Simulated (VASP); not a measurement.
```xyz
1
Lattice="0.0000 2.8528 2.8528 2.8528 0.0000 2.8528 2.8528 2.8528 0.0000" Properties=species:S:1:pos:R:3 pbc="T T T"
Ca     0.0000     0.0000     0.0000
```

Calculation: PBE GGA, VASP's PBE PAW potentials (set 64) (plane waves; VASP 6.6.1). Settings: 300 eV cut-off, 10×10×10 Γ-centred mesh, Gaussian smearing of 0.27 eV, potentials Ca_sv.

### Question
Give the energies of bands 5 to 8 at the high-symmetry points, in eV from the Fermi level.

### Answer

```tsv
band	Γ	X	U	L	W
5	-3.85	-0.37	0.07	-0.95	0.25
6	2.21	0.62	0.41	-0.22	0.65
7	2.21	0.81	0.73	2.11	0.65
8	2.21	3.77	3.03	2.11	2.34
```

It has no gap at this level: it comes out as a metal or semimetal.

The structure comes from a computed database's Ca entry; how it stands against other phases isn't given here. The cell was not relaxed at this level.
